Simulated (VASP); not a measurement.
Data:

```yaml
crystal:
  lattice:
    - [2.82332, 0.00000, 0.00000]
    - [0.00000, 2.82332, 0.00000]
    - [0.00000, 0.00000, 2.82332]
  atoms:
    - { symbol: Sn, position: [0.00000, 0.00000, 0.00000] }
    - { symbol: O, position: [0.50000, 0.50000, 0.50000] }
```

These are PBE GGA, VASP's PBE PAW potentials (set 64) (plane waves; VASP) values and carry that method's errors. Settings: 520 eV cut-off, 7×7×7 Γ-centred mesh, Gaussian smearing of 0.050 eV, potentials Sn_d O.

### Question
Give the stress tensor in GPa (positive for a compressed cell).

### Answer

```
62.07   0.00   0.00
 0.00  62.07   0.00
 0.00   0.00  62.07
```
The pressure is its mean diagonal, 62.07 GPa.

The structure was generated: SnO was put into the CsCl type (Pm-3m), which need not be its known phase. The cell was not relaxed at this level. The k-mesh is coarse (spacing up to 0.32 per Å, 2π included), so the numbers may not be converged in it.
